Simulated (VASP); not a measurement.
Input of a VASP 6.6.1 run:

INCAR

```
  PREC = Accurate
  ENCUT = 520
  EDIFF = 1E-7
  ISMEAR = 0
  SIGMA = 0.05
  LREAL = F
  LASPH = T
  NELM = 100
  ALGO = Fast
  ISIF = 2
  LWAVE = F
  LCHARG = F
  GGA = CA
  NBANDS = 16
```

The input KPOINTS:

```
Automatic mesh
0
Gamma
  9 9 9
```

File POSCAR:

```
BaC2
1.0
    2.3995184541      1.3853626254      2.9611139443
   -2.3995184541      1.3853626254      2.9611139443
    0.0000000000     -2.7707252508      2.9611139443
Ba C
1 2
Direct
    0.0000000000      0.0000000000      0.0000000000
    0.5849370000      0.5849370000      0.5849370000
    0.4150630000      0.4150630000      0.4150630000
```

Potentials or basis: VASP PAW LDA potentials, release 64 (Ba_sv, C).

The run is started by

```console
$ cat potpaw_LDA.64/Ba_sv/POTCAR potpaw_LDA.64/C/POTCAR > POTCAR
$ mpirun -np 1 vasp_std > vasp.out
```

(1) Predict the largest force.

(2) What does it give for the pressure?

(3) Predict the band gap on the k mesh.

## Answers

(1) 8.818 eV/Å.

(2) -11.6 GPa.

(3) 0.87 eV, indirect (least direct gap 1.08 eV).

Caveat: spin-orbit coupling is left out, which moves the levels of the heavy elements; an odd mesh through Γ misses points on the zone boundary, where band edges often lie; forces of over 1 eV/Å show positions far from the minimum, so gaps and moduli don't describe the material at rest.
